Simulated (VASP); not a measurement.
Set up this calculation in VASP 6.6.1, as the native input.

```
Task                   : optical spectrum
Functional             : PBE
Potentials or basis    : VASP PAW PBE potentials, release 64 (Sr_sv, Ti_sv, O)
Cutoff                 : 520 eV
k mesh                 : 8 × 8 × 8
Occupations            : gaussian, width 0.03 eV
Spin                   : no spin polarisation
Further INCAR settings : ALGO = Normal; EDIFF = 1e-07; NBANDS = 52
```

The structure of SrTiO3 (Tausonite) lies in POSCAR:

```
SrTiO3                                  
1.0
    3.8947475959      0.0000000000      0.0000000000
    0.0000000000      3.8947475959      0.0000000000
    0.0000000000      0.0000000000      3.8947475959
  Sr              Ti              O             
     1     1     3
Direct
     0.5000000000000000    0.5000000000000000    0.5000000000000000
     0.0000000000000000    0.0000000000000000    0.0000000000000000
     0.5000000000000000    0.0000000000000000    0.0000000000000000
     0.0000000000000000    0.5000000000000000    0.0000000000000000
     0.0000000000000000    0.0000000000000000    0.5000000000000000
```

These files were run (other wordings do the same):

INCAR

```
SYSTEM = SrTiO3
PREC = Accurate
ENCUT = 520
EDIFF = 1E-7
ISMEAR = 0
SIGMA = 0.03
LREAL = .False.
LASPH = .True.
NELM = 80
ALGO = Normal
ISIF = 2
LWAVE = .False.
LCHARG = .False.
GGA = PE
LOPTICS = .True.
NBANDS = 52
NEDOS = 1000
CSHIFT = 0.05
KPAR = 2
```

KPOINTS

```
Automatic mesh
0
Gamma
  8 8 8
  0 0 0
```

Potentials or basis: VASP PAW PBE potentials, release 64 (Sr_sv, Ti_sv, O).

Launch:

```sh
$ cat potpaw_PBE.64/Sr_sv/POTCAR potpaw_PBE.64/Ti_sv/POTCAR potpaw_PBE.64/O/POTCAR > POTCAR
$ mpirun -np 2 vasp_std > vasp.out
```

It gave:

| Property | Result |
| --- | --- |
| Pressure | 6.5 GPa |
| Band gap on the k mesh | 1.87 eV, indirect (least direct gap 2.22 eV) |

Caveat: spectra need much finer meshes, so this one isn't converged; independent-particle spectra lack excitons.

It took 32 s on 2 MPI ranks on AMD EPYC 9R45 (Zen 5), with other jobs on the host, peak memory 0.29 GiB a rank.
